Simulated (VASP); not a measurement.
VASP runs on PbO (space group R3m) share one base input (PBE GGA, plane waves, VASP's PBE PAW potentials (set 64)) and change the settings named in each case.

File KPOINTS:
```
Automatic mesh
0
Gamma
9 9 9
0 0 0
```

**INCAR**
```
ISIF  =  2   ! forces and stress, cell fixed
SYSTEM  =  PbO
LREAL  =  .FALSE.   ! projection in real space or not
ISMEAR  =  0   ! Gaussian
LWAVE  =  .FALSE.
ENCUT  =  400   ! plane-wave cut-off (eV)
LASPH  =  .TRUE.   ! aspherical one-centre terms
PREC  =  Accurate
GGA  =  PE
LCHARG  =  .FALSE.
SIGMA  =  0.2   ! width (eV)
LMAXMIX  =  4
NELM  =  100   ! most electronic steps
EDIFF  =  1E-6
ALGO  =  Normal
```

POSCAR:
```
PbO
1
    1.7581570000     1.0150720000     3.0090780000
   -1.7581570000     1.0150720000     3.0090780000
    0.0000000000    -2.0301450000     3.0090780000
Pb O
1 1
Direct
  0.7624000000   0.7624000000   0.7624000000
  0.2376000000   0.2376000000   0.2376000000
```

POTCAR, in this order: Pb_d O (PBE.64 set). Program: vasp_std.

```csv
change,E(σ→0) (eV/atom),pressure (GPa),largest force (eV/Å),−TS (eV)
base run,-5.1051,12.63,0.129,-0.0024
"GGA removed, POTCAR Pb_d O (LDA.64 set)",-5.9113,3.80,0.015,-0.0029
"GGA_COMPAT = .FALSE., LNONCOLLINEAR = .TRUE., LSORBIT = .TRUE., MAGMOM = 0.0 0.0 0.0 0.0 0.0 0.0, program vasp_ncl",-5.2859,12.12,0.101,-0.0027
KPOINTS 6×6×6 Γ-centred mesh,-5.1091,12.40,0.141,-0.0001
```
 Energies of different potentials or functionals have different zeros.  Unless said otherwise, spin-orbit coupling is left out, though it shifts the bands of the heavy elements here. At 400 eV the pressure can carry a Pulay error.

Left out are runs that ran out of time, are held back, or changed the cell or the kind of run, fixed moments of cells without a moment, rows past the twelfth, gaps on odd meshes, pressures of charged cells and columns that move by less than the noise.

The structure was generated: PbO was put into an ordered model structure, which need not be its known phase. The cell was not relaxed at this level, forces remain on its atoms.
